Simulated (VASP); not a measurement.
A run of VASP 6.6.1:

INCAR

```
SYSTEM = Fe
  PREC = Accurate
  ENCUT = 520
  EDIFF = 1E-7
  ISMEAR = 0
  SIGMA = 0.1
  LREAL = .FALSE.
  LASPH = .TRUE.
  NELM = 120
  ALGO = Normal
  ISIF = 3
  LWAVE = .FALSE.
  LCHARG = .FALSE.
  ISPIN = 2
  MAGMOM = 2.5
  LORBIT = 11
  LMAXMIX = 4
  GGA = PE
  IBRION = 2
  NSW = 80
  EDIFFG = -0.15
```

The input KPOINTS:

```
regular mesh
0
G
  20 20 20
  0 0 0
```

POSCAR

```
Fe                                      
1.0
   -1.4157793795      1.4157793795      1.4157793795
    1.4157793795     -1.4157793795      1.4157793795
    1.4157793795      1.4157793795     -1.4157793795
  Fe            
     1
Direct
     0.0000000000000000    0.0000000000000000    0.0000000000000000
```

Potentials or basis: VASP PAW PBE potentials, release 64 (Fe).

Run with:

```console
$ cat potpaw_PBE.64/Fe/POTCAR > POTCAR
$ mpirun -np 1 vasp_std > vasp.out
```

Hardware: 1 thread of Intel(R) Xeon(R) 6975P-C (Granite Rapids), on a shared host.

Estimate the wall time of this run.

Run time: 21 s on 1 thread of Intel(R) Xeon(R) 6975P-C (Granite Rapids) (shared host), peak memory 0.16 GiB. Counts: scf iterations 15, k points 256, ion steps 1.
